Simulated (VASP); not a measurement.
Calculation: PBE GGA with D4 dispersion, VASP's PBE PAW potentials (set 64) (plane waves; VASP).

A VASP calculation is set up with these files.

KPOINTS:
```
Automatic
0
gamma
 16 16 16
0 0 0
```

**INCAR**
```
SYSTEM = Pt
PREC = Accurate; ENCUT = 520; LREAL = .FALSE.
LASPH = .TRUE.
EDIFF = 1E-7; NELM = 100; ALGO = Normal
LMAXMIX = 6
ISMEAR = 1; SIGMA = 0.1
GGA = PE; IVDW = 13
ISIF = 2
LWAVE = .FALSE.; LCHARG = .FALSE.
```

### POSCAR
```
Pt
1
    0.0000000000     2.0034600115     2.0034600115
    2.0034600115     0.0000000000     2.0034600115
    2.0034600115     2.0034600115     0.0000000000
Pt
1
Direct
  0.0000000000   0.0000000000   0.0000000000
```

POTCAR, in this order: Pt (PBE.64 set). Program: vasp_std.

Unless said otherwise, spin-orbit coupling is left out, though it shifts the bands of the heavy elements here.

### Question
Predict the energy per atom (σ→0), dispersion energy, pressure, band gap (on the k-mesh).

### Answer

```
Property                                                    Result
------------------------  ----------------------------------------
energy per atom (σ→0)                               -6.813 eV/atom
dispersion energy                                        -0.728 eV
band gap (on the k-mesh)  none (metal, semimetal or under 0.01 eV)
pressure                                                -13.73 GPa
```

File OSZICAR:
```
...
DAV:   5    -0.647148443395E+01   -0.12140E-04   -0.12139E-04  3063   0.958E-02    0.107E+01
DAV:   6    -0.612130990448E+01    0.35017E+00   -0.99858E-01  2661   0.895E+00    0.563E+00
DAV:   7    -0.608821991206E+01    0.33090E-01   -0.13923E-01  2802   0.323E+00    0.241E+00
DAV:   8    -0.608527472711E+01    0.29452E-02   -0.45388E-03  2813   0.647E-01    0.493E-01
DAV:   9    -0.608510373494E+01    0.17099E-03   -0.14748E-04  2777   0.120E-01    0.158E-02
DAV:  10    -0.608510852124E+01   -0.47863E-05   -0.27529E-06  2957   0.150E-02    0.363E-03
DAV:  11    -0.608510852696E+01   -0.57129E-08   -0.51735E-08  2241   0.225E-03
   1 F= -.68130068E+01 E0= -.68126384E+01  d E =-.110530E-02
```

The compound is Pt in the fcc structure. This cell is one point of a volume scan, at 1.06 of the reference volume.
